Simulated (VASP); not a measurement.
Level of theory: HSE06 screened hybrid, VASP's PBE PAW potentials (set 64) (plane waves; VASP).

The input files of a VASP run:

**POSCAR**
```
Ga31MgAs32
11.522210
  1.0000000366   0.0000000000   0.0000000000
  0.0000000000   1.0000000366   0.0000000000
  0.0000000000   0.0000000000   1.0000000366
Ga As Mg
31 32 1
Cart
  0.5000483455   0.0001651753   0.0002432740
  0.7496612413   0.2501292113   0.0001586556
  0.7496451939   0.9998747724   0.2504019410
  0.0000032372   0.9999594354   0.9999552420
  0.2505708381   0.2503921312   0.0003602702
  0.4999663702   0.4999119987   0.0001971533
  0.7496230462   0.7496555002   0.0000837484
  0.2505423013   0.0004185961   0.2505018925
  0.5027811515   0.2499378212   0.2499025740
  0.7507703733   0.4978649673   0.2494718935
  0.4999870532   0.0000982519   0.4999459329
  0.7506076786   0.2496199574   0.4975605569
  0.7496218007   0.0001371596   0.7495147678
  0.9999445295   0.4999653079   0.0003406471
  0.2502304511   0.7497852611   0.0001494448
  0.0002712538   0.2504375843   0.2504352318
  0.2497279217   0.5026544600   0.2496053215
  0.4977338959   0.7507192123   0.2494338204
  0.9998662806   0.9999272453   0.5000019073
  0.2494988184   0.2496152536   0.5026495752
  0.7502355851   0.7502543783   0.5026608433
  0.2503483162   0.9999168349   0.7496169103
  0.4976788038   0.2493608328   0.7508148147
  0.7508650654   0.5020892498   0.7509903998
  0.9999234347   0.7497173325   0.2504042665
  0.0000803659   0.4999575058   0.4999266607
  0.2494458885   0.7507773079   0.4975704934
  0.0000093196   0.2502083623   0.7496045536
  0.2487499818   0.4980334205   0.7512603674
  0.5022832754   0.7507175462   0.7508557272
  0.9999963741   0.7498023663   0.7495174772
  0.6250509756   0.1242003999   0.1244269091
  0.8758690996   0.3748034543   0.1242662092
  0.8759022491   0.1241530356   0.3748866395
  0.1251007925   0.1250951447   0.1251360812
  0.3751759301   0.3751211540   0.1257948145
  0.6248989347   0.6249313309   0.1255869664
  0.8748955772   0.8749286187   0.1251063873
  0.3752013625   0.1257957089   0.3752160434
  0.6290511574   0.3717253259   0.3715315774
  0.8745244155   0.6250134307   0.3752004208
  0.6248940355   0.1256048208   0.6248777437
  0.8746179799   0.3750301940   0.6249907358
  0.8748994246   0.1250395837   0.8749324680
  0.1240825444   0.6250989863   0.1242638601
  0.3748795432   0.8760605822   0.1242316023
  0.1256835622   0.3751577390   0.3751059897
  0.3711165154   0.6291740857   0.3711283362
  0.6249336528   0.8744473392   0.3751916318
  0.1240639366   0.1239945455   0.6251383692
  0.3704979894   0.3711242262   0.6298739888
  0.6289544841   0.6287974319   0.6296001724
  0.8757277956   0.8758768853   0.6250934103
  0.3748284821   0.1240143065   0.8760750672
  0.6249809187   0.3749473396   0.8747711288
  0.8760757453   0.6251798665   0.8760946358
  0.1241067154   0.8760860833   0.3749050673
  0.1254375941   0.6250516599   0.6248723919
  0.3750935844   0.8745389889   0.6249534860
  0.1238784264   0.3747169444   0.8763119498
  0.3749839910   0.6250305788   0.8748159782
  0.6251513417   0.8761233032   0.8760760080
  0.1250567206   0.8749397593   0.8749221243
  0.4995145006   0.5000008772   0.5007765024
```

INCAR:
```
SYSTEM = Ga31MgAs32
PREC = Normal
ENCUT = 400
EDIFF = 1E-5
NELM = 50
ALGO = Normal
LREAL = Auto
LASPH = .TRUE.
ISMEAR = 0
SIGMA = 0.05
GGA = PE
LMAXMIX = 4
LWAVE = .FALSE.
LCHARG = .FALSE.
NELMIN = 4
ISYM = 0
NELECT = 254.0
HFSCREEN = 0.2
AEXX = 0.25
LHFCALC = .TRUE.
PRECFOCK = Fast
ISIF = 0
```

File KPOINTS:
```
Automatic mesh
0
gamma
1 1 1
0 0 0
```

POTCAR, in this order: Ga As Mg (PBE.64 set). Program: vasp_gam. Read from the step before: WAVECAR.

The cell is charged, with a uniform compensating background. The supercell is sampled at Γ alone, which is coarse: total energies, pressure and levels can be off, energies of defects by several tenths of an eV.

### Question
What does the run give for the energy per atom (σ→0)?

### Answer

| Quantity | Result |
|---|---|
| energy per atom (σ→0) | -4.874 eV/atom |

OSZICAR:
```
...
DAV:  29    -0.311956770821E+03    0.51454E-04   -0.11331E-03   352   0.299E-02    0.790E-02
DAV:  30    -0.311956707248E+03    0.63572E-04   -0.63240E-04   352   0.247E-02    0.627E-02
DAV:  31    -0.311956649960E+03    0.57288E-04   -0.31691E-04   352   0.197E-02    0.477E-02
DAV:  32    -0.311956607069E+03    0.42891E-04   -0.13801E-04   360   0.150E-02    0.345E-02
DAV:  33    -0.311956579595E+03    0.27474E-04   -0.47547E-05   232   0.110E-02    0.234E-02
DAV:  34    -0.311956565380E+03    0.14215E-04   -0.19165E-05   208   0.895E-03    0.141E-02
DAV:  35    -0.311956560842E+03    0.45382E-05   -0.10325E-05   208   0.578E-03
   1 F= -.31195656E+03 E0= -.31195293E+03  d E =-.725635E-02
```

The cell is a supercell with a defect, built from GaAs (zinc blende): Mg_Ga, charge +1. The cell's shape comes from a PBE relaxation. The run is not spin-polarised, so no state with unpaired spins was tried.
